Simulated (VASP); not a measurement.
Input:

```yaml
crystal:
  lattice:
    - [4.27300, 0.00000, 0.00000]
    - [-2.13650, 3.70053, 0.00000]
    - [0.00000, 0.00000, 7.00411]
  atoms:
    - { symbol: Sn, position: [0.66667, 0.33333, 0.00036] }
    - { symbol: Sn, position: [0.33333, 0.66667, 0.50036] }
    - { symbol: Ge, position: [0.66667, 0.33333, 0.62484] }
    - { symbol: Ge, position: [0.33333, 0.66667, 0.12484] }
```

Calculation: LDA (Ceperley-Alder, Perdew-Zunger), VASP's LDA PAW potentials (set 64) (plane waves; VASP 6.6.1). Run with 400 eV cut-off, Gaussian smearing of 0.050 eV, potentials Sn_d Ge_d.

Unless said otherwise, spin-orbit coupling is left out, though it shifts the bands of the heavy elements here.

Task: What does the run give for the band gap (along the path) with the smallest direct gap where there is one?

Result: 
```yaml
band gap (along the path): none (metal, semimetal or under 0.01 eV)
```

The structure was generated: SnGe was put into the wurtzite type (P6_3mc), which need not be its known phase. It was relaxed first, which changed the volume by -12 %.
